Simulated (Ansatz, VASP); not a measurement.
# ZnS (Wurtzite-2H) in two plane-wave programs

One calculation is typed for both programs; each brings its own data sets. How far apart do they land? Of the first pair: The structure shown is the start of the Ansatz relaxation below; VASP solves that cell, so the two are compared at the walk's first step.

Method: plane waves, with VASP 6.6.1 beside it; LDA, in Ansatz 0.2.0.

### Step 1. The starting structure

Symmetry: P6_3mc, No. 186, hexagonal system. Conventional cell: a = 3.768 Å, b = 3.768 Å, c = 5.897 Å, α = 90.00°, β = 90.00°, γ = 120.00°. Nearest to S lie 4 Zn at 2.25 to 2.28 Å. Zn has 4 S at 2.25 to 2.28 Å nearest. Farther neighbours and most contacts between anions are not listed.

### Step 2. Ansatz: relaxation, LDA

Ansatz runs on its PAW soft_1 files.

The two programs are compared at the cell with which this relaxation starts, whose forces are those of its first step.

input.yaml

```yaml
crystal:
  lattice:
    - [3.7679465919, 0.0, 0.0]
    - [-1.8839732959, 3.2631374687, 0.0]
    - [0.0, 0.0, 5.897131245]
  atoms:
    - { symbol: S, position: [0.3333333249, 0.6666666751, 0.3833307414] }
    - { symbol: S, position: [0.6666666751, 0.3333333249, 0.8833307414] }
    - { symbol: Zn, position: [0.333333342, 0.666666658, 0.0016692586] }
    - { symbol: Zn, position: [0.666666658, 0.333333342, 0.5016692586] }
kpoints:
  mp_grid: { grid: [12, 12, 8] }
hamiltonian:
  xc: lda
  pseudopotentials: { kind: paw, azcp: { folder: soft_1 }, xc_functional: pbe }
scf:
  occupations: { method: fixed }
output:
  forces: true
  stress: true
  eigenvalues: true
relax:
  adjacent_minimum: "off"
  f_tol: 0.001
  max_steps: 60
  cell: { stress_tol: 0.01, fix: [c, angles] }
```

The run is started by

```console
> ansatz run input.yaml --threads 4 --pin off --max-ram 16384MiB --backend cpu --events-out ev --progress --plain --runs-dir out
```

Numbers of over 12 decimals in the logs are rounded to 6 here.

Log:

```text
Warning: crystal.symmetry: narrowed to the stabiliser of the fixed cell quantities (relax.cell.fix) — unitary ops 12 → 4. The narrowing is safe, since a smaller group never makes results wrong: the run goes on under it, on as many k-points as the starting group would need, or more. Excluded: 8 operations that would move a fixed cell quantity at a test strain (relax.cell.fix fixes c, alpha, beta, gamma). The cell can leave their symmetry as it relaxes.
Engine: ansatz 0.2.0, aarch64-unknown-linux-gnu
Pseudopotentials: kind: paw
Pseudopotential: S, paw, valence charge 6, recommended cutoff 420 eV (normal), soft_1/S.paw.azcp
Pseudopotential: Zn, paw, valence charge 12, recommended cutoff 420 eV (normal), soft_1/Zn.paw.azcp
Functional definition: SPW92
  exchange = slater_x
  correlation = pw_c
Crystal: 4 atoms, lattice volume = 72.507 Å³
Basis set: ecut = 420 eV, 1411 PW (Γ)
Bands: 22, of which v1, the nominal top of the filled ones, is band 18 counted from 1 (17 counted from 0)
Symmetry: 4 space group operations
k-points: 215 of 1152 (time reversal used)
Non-local potential: S, projectors of the file, l = 0: 2, l = 1: 2, l = 2: 1
Non-local potential: Zn, projectors of the file, l = 0: 2, l = 1: 2, l = 2: 3, l = 3: 1
PAW form: soft (Blöchl's): semilocal exchange-correlation on the pseudo side does not see the compensation charge
PAW frozen core: S, regenerated for the run's functional, and the local potential with it (the file was generated under x = pbe(κ = 0.804, μ = 0.219515), c = pbe(β = 0.066725))
PAW frozen core: Zn, regenerated for the run's functional, and the local potential with it (the file was generated under x = pbe(κ = 0.804, μ = 0.219515), c = pbe(β = 0.066725))
PAW one-centre angular grid: S, 110 points (default); XC on 64 Gauss nodes
PAW one-centre angular grid: Zn, 590 points (default); XC on 64 Gauss nodes
Initial density: superposition of atomic densities (chi_scale 0.1, normalization cell, long waves kept (reshape's long-wave potential 0.00 eV rms))
Initial wavefunctions: pseudopotential atomic-orbital guess
Functional: x = slater, c = lda
SCF iter   1: F=—  HF=-8235.035278 eV  |F-HF|=—  |Δ(HF+E_count)|=         —  Δρ=3.84e-2  dr2=6.91e-1  ethr=3.10e-3  ⟨swp⟩=5.0  Hψ=23409  notcnv=0  defer=411
preconditioner: auto → Resta (q_TF=auto, 2.428 Å⁻¹)  ε∞=6.4  [insulator: Δε(μ)=2.577 eV  Ē_g=11.299 eV  n_scr=22 (ndim 8)  ℏωp=26.2 eV  f_vac=0.002  ε∞_Penn≈6.4]
SCF iter   2: F=—  HF=-8234.870553 eV  |F-HF|=—  |Δ(HF+E_count)|=   1.65e-1  Δρ=1.64e-2  dr2=1.60e-1  ethr=1.92e-3  ⟨swp⟩=3.0  Hψ=10272  notcnv=0  defer=422
SCF iter   3: F=—  HF=-8234.836767 eV  |F-HF|=—  |Δ(HF+E_count)|=   3.38e-2  Δρ=1.06e-2  dr2=5.42e-2  ethr=4.43e-4  ⟨swp⟩=2.0  Hψ=8616  notcnv=0  defer=422
SCF iter   4: F=—  HF=-8234.817921 eV  |F-HF|=—  |Δ(HF+E_count)|=   1.88e-2  Δρ=3.05e-3  dr2=4.47e-3  ethr=1.51e-4  ⟨swp⟩=2.0  Hψ=10326  notcnv=0  defer=424
SCF iter   5: F=—  HF=-8234.818097 eV  |F-HF|=—  |Δ(HF+E_count)|=   1.77e-4  Δρ=5.21e-4  dr2=2.19e-4  ethr=1.24e-5  ⟨swp⟩=2.1  Hψ=8212  notcnv=0  defer=427
SCF iter   6: F=—  HF=-8234.818169 eV  |F-HF|=—  |Δ(HF+E_count)|=   7.17e-5  Δρ=2.44e-4  dr2=3.81e-5  ethr=6.08e-7  ⟨swp⟩=2.9  Hψ=8272  notcnv=0  defer=409
SCF iter   7: F=—  HF=-8234.818179 eV  |F-HF|=—  |Δ(HF+E_count)|=   9.65e-6  Δρ=6.17e-5  dr2=1.26e-6  ethr=1.06e-7  ⟨swp⟩=2.6  Hψ=8572  notcnv=0  defer=4
SCF iter   8: F=—  HF=-8234.818180 eV  |F-HF|=—  |Δ(HF+E_count)|=   1.05e-6  Δρ=1.77e-5  dr2=1.38e-7  ethr=3.49e-9  ⟨swp⟩=2.6  Hψ=8626  notcnv=0  defer=4
SCF iter   9: F=-8234.818180 eV  HF=-8234.818180 eV  |F-HF|=1.84e-10  |Δ(HF+E_count)|=   2.11e-8  Δρ=1.63e-6  dr2=2.46e-9  ethr=2.78e-10  ⟨swp⟩=8.0  Hψ=27725  notcnv=0
SCF 1 converged in 9 iterations: F = -8234.818180 eV  dr2 = 2.46e-9
  greatest PAW one-centre occupation: 0.983 electrons in one spin orbital (limit 2), on the Zn atom at site 3 (counted from 0), in its partial waves of l = 2
relax step   1: F+E_penalty+E_count = -8234.81817964 eV  Δ(F+E_penalty+E_count) = +0.000e0 eV  max|allowed force component| = 1.078e-1 eV/Å  Δτ_max = 0.0000 Å  P = +2.422 GPa  Ω = 72.507 Å³  fix = [c, alpha, beta, gamma]  reactions: c +6.558 GPa; gamma -0.000 GPa/rad  (9 SCF iters, dr2 threshold 1.00e-7 eV, accepted)
[...]
relax step   2: F+E_penalty+E_count = -8234.81955986 eV  Δ(F+E_penalty+E_count) = -1.380e-3 eV  max|allowed force component| = 7.174e-2 eV/Å  Δτ_max = 0.0032 Å  P = +2.103 GPa  Ω = 72.737 Å³  energy of the carried Pulay correction = -8.847e-5 eV  fix = [c, alpha, beta, gamma]  reactions: c +6.118 GPa; gamma -0.000 GPa/rad  (5 SCF iters, dr2 threshold 4.00e-7 eV, accepted)
[...]
relax step   3: F+E_penalty+E_count = -8234.82034224 eV  Δ(F+E_penalty+E_count) = -7.824e-4 eV  max|allowed force component| = 1.089e-3 eV/Å  Δτ_max = 0.0055 Å  P = +1.853 GPa  Ω = 72.903 Å³  energy of the carried Pulay correction = -1.522e-4 eV  fix = [c, alpha, beta, gamma]  reactions: c +5.521 GPa; gamma -0.000 GPa/rad  (5 SCF iters, dr2 threshold 3.22e-7 eV, accepted)
[...]
relax step   4: F+E_penalty+E_count = -8234.82033779 eV  Δ(F+E_penalty+E_count) = +4.443e-6 eV  max|allowed force component| = 3.728e-4 eV/Å  Δτ_max = 0.0002 Å  P = +1.833 GPa  Ω = 72.917 Å³  energy of the carried Pulay correction = -1.577e-4 eV  fix = [c, alpha, beta, gamma]  reactions: c +5.499 GPa; gamma -0.000 GPa/rad  (5 SCF iters, dr2 threshold 8.40e-10 eV, accepted)
[...]
relax step   5: F+E_penalty+E_count = -8234.82049615 eV  Δ(F+E_penalty+E_count) = -1.584e-4 eV  max|allowed force component| = 3.594e-4 eV/Å  Δτ_max = 0.0000 Å  P = +1.834 GPa  Ω = 72.917 Å³  fix = [c, alpha, beta, gamma]  reactions: c +5.498 GPa; gamma -0.000 GPa/rad  stress off target by 1.43e-3 GPa on what of the cell is left free  SCF on the basis re-selected at this cell (its energy is not comparable with the rows above)  (7 SCF iters)
basis re-selected at this cell: Δ(F+E_penalty+E_count) = -1.584e-4 eV, ΔP = +0.000 GPa vs the last step (what re-selecting the basis moved, of the pressure what is left beyond the Pulay correction that the steps carried, after the strain that the cell walked since its last selection, with what the two solves' SCF thresholds leave and, on support functions, any second-order correction that the steps lacked; it is no m [...]
SCF converged after 7 iterations
Free energy (F): -8234.820496 eV
Harris-Foulkes:  -8234.820496 eV  (|F-HF|=1.82e-12)
Internal energy: -8234.820496 eV  (E = F + TS)
E sigma→0 (E₀):  -8234.820496 eV
Fermi energy:    6.631607 eV
--- Per-component energies (eV) ---
  E_band       = 24.016449
  E_kinetic    = 513.139974
  E_local      = -4450.260743  (includes V_loc(G=0)·N_el)
  E_nonlocal   = 1714.953672
  E_hartree    = 1691.575515
  E_xc         = -334.293804
  E_vxc        = -272.222864  (∫ρ·V_xc dr)
  E_paw        = -4803.902903  (= ΣΔE_a)
  E_vpaw       = -864.744134  (= ΣTr[D̂ρ^β])
  E_aug_tail   = -0.000508  (compensation charges beyond the density's cutoff)
  E_ewald      = -2569.452381
  E_core_change = 3.420682  (= ΣΔE_core)
  E_smearing   = -0.000000  (= −TS)
  E_closure    = -0.000000  (closes the sum)
  Σ components = -8234.820496   (vs F -8234.820496, Δ=0.00e0)
--- Forces (eV/Å), atoms counted from 1 ---
  atom   1  S      0.00000005    -0.00000003    -0.00036281
  atom   2  S     -0.00000005     0.00000003    -0.00036281
  atom   3  Zn     0.00000001    -0.00000000     0.00035603
  atom   4  Zn    -0.00000001     0.00000000     0.00035603
  max |Σ_I F_I| component: 1.36e-5 eV/Å
--- Stress (GPa, compression-positive) ---
        0.001426       0.000001       0.000000
        0.000001       0.001428       0.000000
        0.000000      -0.000000       5.498474
  P = ⅓ Tr σ = 1.8338 GPa (18.338 kbar)
--- Band table (eV; the first three rows and the last of 215) ---
  k-point 0: bands = [... 14 lower, 5.3743, 6.4986, 6.4986, 6.6316, 8.8890, 9.0985, 12.4022, 12.4022]
  k-point 1: bands = [... 14 lower, 5.4133, 6.2646, 6.4514, 6.4514, 9.1525, 9.2073, 12.4188, 12.4188]
  k-point 2: bands = [... 14 lower, 5.5258, 5.5258, 6.3191, 6.3191, 9.3127, 9.7525, 12.4859, 12.4859]
  k-point 214: bands = [... 14 lower, 4.6088, 4.6088, 4.9644, 4.9644, 10.0004, 10.0004, 11.6139, 11.6139]
--- Relaxed structure (4 steps of the walk, 4 accepted, 1 SCFs on fresh bases) ---
  F+E_penalty+E_count = -8234.82049615 eV   max|allowed force component| = 3.594e-4 eV/Å   (the final SCF, on the basis selected at the relaxed cell)
  cell:  # Å, volume = 72.9170 Å³
    - [3.778580, -2.894890291770932e-11, 0]
    - [-1.889290, 3.272346, 0]
    - [0, 0, 5.897131245]
  atoms:
    - { symbol: S, position: [0.333333, 0.666667, 0.384826] }
    - { symbol: S, position: [0.666667, 0.333333, 0.884826] }
    - { symbol: Zn, position: [0.333333, 0.666667, 0.000174435] }
    - { symbol: Zn, position: [0.666667, 0.333333, 0.500174] }
```

### Step 3. VASP: single point, LDA, start cell, pair 1

The same cell, functional (in two slightly different forms) and mesh now go to VASP, with its own data sets.

Lines of VASP's logs that name or quote its potential files are left out, and so is its time.

INCAR

```
SYSTEM = ZnS
PREC = Accurate
ENCUT = 400
EDIFF = 1E-06
NELM = 120
ISMEAR = 0
SIGMA = 0.01
LREAL = .FALSE.
ALGO = Normal
GGA = PW92
NBANDS = 24
LORBIT = 11
LWAVE = .FALSE.
LCHARG = .FALSE.
ISIF = 2
LASPH = .TRUE.
GGA_COMPAT = .FALSE.
EFERMI = MIDGAP
KPAR = 2
```

POSCAR

```
ZnS
1.0
    3.7679470000      0.0000000000      0.0000000000
   -1.8839730000      3.2631370000      0.0000000000
    0.0000000000      0.0000000000      5.8971310000
S Zn
2 2
Direct
    0.3333333096      0.6666665783      0.3833307671
    0.6666666430      0.3333332449      0.8833307671
    0.3333333096      0.6666665783      0.0016692439
    0.6666666430      0.3333332449      0.5016692439
```

KPOINTS

```
Automatic mesh
0
Gamma
12 12 8
0 0 0
```

PAW data sets: S and Zn (LDA family, release 64).

The run is started by

```console
> mpirun -np 2 vasp_std
```

Log:

```text
[banner, memory and clock lines left out]
running    2 mpi-ranks, on    1 nodes
 distrk:  each k-point on    1 cores,    2 groups
 distr:  one band on    1 cores,    1 groups

 POSCAR found type information on POSCAR S Zn
 POSCAR found :  2 types and       4 ions
|                                                                             |
|               ----> ADVICE to this user running VASP <----                  |
|                                                                             |
|     You enforced a specific xc type in the INCAR file but a different       |
|     [... a line on the potential file left out ...]
|     I HOPE YOU KNOW WHAT YOU ARE DOING!                                     |
|                                                                             |

 LDA part: xc-table for (Slater(with rela. corr.)+PW92), standard interpolation
 POSCAR, INCAR and KPOINTS ok, starting setup
 FFT: planning ... GRIDC
 FFT: planning ... GRID_SOFT
 FFT: planning ... GRID
 WAVECAR not read
 entering main loop
       N       E                     dE             d eps       ncg     rms          rms(c)
DAV:   1     0.211748111680E+03    0.21175E+03   -0.15116E+04  4568   0.156E+03
DAV:   2     0.106252278927E+01   -0.21069E+03   -0.20393E+03  4992   0.329E+02
DAV:   3    -0.168942640411E+02   -0.17957E+02   -0.17876E+02  5696   0.103E+02
DAV:   4    -0.172331603299E+02   -0.33890E+00   -0.33873E+00  5400   0.148E+01
DAV:   5    -0.172398061219E+02   -0.66458E-02   -0.66454E-02  5872   0.195E+00    0.114E+01
DAV:   6    -0.163699202625E+02    0.86989E+00   -0.19283E+00  6680   0.428E+01    0.855E+00
DAV:   7    -0.163644990839E+02    0.54212E-02   -0.17305E+00  4928   0.795E+00    0.340E+00
DAV:   8    -0.163414265948E+02    0.23072E-01   -0.65526E-02  6200   0.226E+00    0.106E+00
DAV:   9    -0.163397726146E+02    0.16540E-02   -0.18872E-02  6352   0.170E+00    0.295E-01
DAV:  10    -0.163398050316E+02   -0.32417E-04   -0.58093E-04  5680   0.334E-01    0.161E-01
DAV:  11    -0.163398255870E+02   -0.20555E-04   -0.73136E-05  5624   0.809E-02    0.684E-02
DAV:  12    -0.163398234945E+02    0.20925E-05   -0.79203E-06  5640   0.256E-02    0.777E-03
DAV:  13    -0.163398236225E+02   -0.12802E-06   -0.33395E-07  3232   0.399E-03
   1 F= -.16339824E+02 E0= -.16339824E+02  d E =0.000000E+00
```

From OUTCAR (step 3):

```text
ion  position               nearest neighbor table
   1  0.333  0.667  0.383-   3 2.25   4 2.28   4 2.28   4 2.28
   2  0.667  0.333  0.883-   4 2.25   3 2.28   3 2.28   3 2.28
   3  0.333  0.667  0.002-   1 2.25   2 2.28   2 2.28   2 2.28
   4  0.667  0.333  0.502-   2 2.25   1 2.28   1 2.28   1 2.28

  LATTYP: Found a hexagonal cell.
 ALAT       =     3.7679470000
 C/A-ratio  =     1.5650780120

 Subroutine GETGRP returns: Found 12 space group operations
 (whereof  6 operations were pure point group operations)

The static configuration has the point symmetry C_3v.
 The point group associated with its full space group is C_6v.

 Found     95 irreducible k-points:

   k-points           NKPTS =     95   k-points in BZ     NKDIM =     95   number of bands    NBANDS=     24

   dimension x,y,z NGX =    28 NGY =   28 NGZ =   40
   dimension x,y,z NGXF=    56 NGYF=   56 NGZF=   80

   ENCUT  =  400.0 eV  29.40 Ry    5.42 a.u.   6.14  6.14  9.62*2*pi/ulx,y,z

   NELECT =      36.0000    total number of electrons

 k-points in reciprocal lattice and weights: Automatic mesh
   0.00000000  0.00000000  0.00000000       0.001
   0.08333333 -0.00000000  0.00000000       0.005
   0.16666667 -0.00000000  0.00000000       0.005
   0.25000000 -0.00000000  0.00000000       0.005
   0.33333333 -0.00000000  0.00000000       0.005
   0.41666667 -0.00000000  0.00000000       0.005
   0.50000000 -0.00000000  0.00000000       0.003
   0.08333333  0.08333333  0.00000000       0.005
   0.16666667  0.08333333  0.00000000       0.010
[...]
0.33333333  0.25000000  0.50000000       0.010
   0.33333333  0.33333333  0.50000000       0.002

 average (electrostatic) potential at core
       1 -88.5524       2 -88.5524       3 -36.8765       4 -36.8765

 E-fermi :   3.9941

 k-point     1 :       0.0000    0.0000    0.0000
  band No.  band energies     occupation
    ...
     14       1.5715      2.00000
     15       1.5715      2.00000
     16       2.7144      2.00000
     17       2.7144      2.00000
     18       2.8231      2.00000
     19       5.1651      0.00000
     20       5.3941      0.00000
     21       8.6533      0.00000
     22       8.6533      0.00000
     23       9.7181      0.00000
    ...

 k-point     2 :       0.0833   -0.0000    0.0000
  band No.  band energies     occupation
    ...
     14       1.1428      2.00000
     15       1.4406      2.00000
     16       2.2497      2.00000
     17       2.6508      2.00000
     18       2.7403      2.00000
     19       5.6137      0.00000
     20       5.7887      0.00000
     21       8.4278      0.00000
     22       8.8153      0.00000
     23       9.8334      0.00000
    ...

 k-point     3 :       0.1667   -0.0000    0.0000
  band No.  band energies     occupation
    ...
     14       0.2415      2.00000
     15       1.1166      2.00000
     16       1.3491      2.00000
     17       2.4691      2.00000
     18       2.4922      2.00000
     19       6.3755      0.00000
     20       6.4172      0.00000
     21       8.2340      0.00000
     22       9.2043      0.00000
     23       9.6650      0.00000
    ...

  Total        0.1445887      0.1445886      2.9574935      0.0000000      0.0000000      0.0000000
  in kB        3.1949496      3.1949480     65.3511926      0.0000005      0.0000000      0.0000000
  external PRESSURE =      23.9136967 kB  Pullay stress =       0.0000000 kB

  energy-cutoff  :      400.00
  volume of cell :       72.51
      direct lattice vectors                 reciprocal lattice vectors
     3.767947000  0.000000000  0.000000000     0.265396514  0.153226747  0.000000000
    -1.883973000  3.263137000  0.000000000     0.000000000  0.306453575  0.000000000
     0.000000000  0.000000000  5.897131000     0.000000000  0.000000000  0.169573984

 POSITION                                       TOTAL-FORCE (eV/Angst)
 -----------------------------------------------------------------------------------
      0.00000      2.17542      2.26055        -0.000000     -0.000000      0.108572
      1.88397      1.08771      5.20912         0.000000      0.000000      0.108572
      0.00000      2.17542      0.00984         0.000000      0.000000     -0.108572
      1.88397      1.08771      2.95841        -0.000000     -0.000000     -0.108572
 -----------------------------------------------------------------------------------
    total drift:                               -0.000102      0.000303      0.000772

  FREE ENERGIE OF THE ION-ELECTRON SYSTEM (eV)
  ---------------------------------------------------
  free  energy   TOTEN  =       -16.3398236225 eV

  energy  without entropy=      -16.3398236225  energy(sigma->0) =      -16.33982362

 total charge
# of ion       s       p       d       tot
------------------------------------------
    1        1.312   2.458   0.000   3.771
    2        1.312   2.458   0.000   3.771
    3        0.556   0.562   9.809  10.927
    4        0.556   0.562   9.809  10.927
--------------------------------------------------
tot          3.736   6.041  19.617  29.395

[... 3 further parts left out ...]
```

The run ends at a pressure of 2.39 GPa, with forces up to 0.11 eV/Å.

### Step 4. Side by side

Known differences besides the potentials themselves: fixed occupations in Ansatz, narrow Gaussian smearing in VASP; the cutoff is 420 eV in Ansatz and 400 eV in VASP; VASP's log shows a relativistic correction to its local exchange, Ansatz's none. Total energies have different zeros and are not compared.

Forces (eV/Å; atoms numbered as in POSCAR):

```tsv
atom	Ansatz x, y, z	VASP x, y, z
S1	0.000, 0.000, 0.108	0.000, 0.000, 0.109
S2	0.000, 0.000, 0.108	0.000, 0.000, 0.109
Zn3	0.000, 0.000, -0.108	0.000, 0.000, -0.109
Zn4	0.000, 0.000, -0.108	0.000, 0.000, -0.109
```

The forces differ by 0.4 meV/Å r.m.s., which is 0.7 % of the r.m.s. force of 0.063 eV/Å (both taken over all components).

### Step 5. Ansatz: relaxation, LDA

This run makes the geometry at which the two programs are then compared. The cell compared in this pair holds 72.92 Å³, against 72.51 Å³ for the pair before.

The structure compared here is the end of the Ansatz relaxation.

This is the run of step 2 again, met here at its other cell.

[end of part 1 of 2]

[Lines on the potential files, build, host, timing and source positions are cut from VASP's logs without a mark.]

[Logs are printed without paths, hosts, clocks, repeated set-up lines and the standing remarks that a program may print on its own settings, such as how far it seeks lower states.]

[Hosts, paths, dates, database ids (printed as entryN), source tags and the programs' standing remarks are cut or masked in the printed files.]
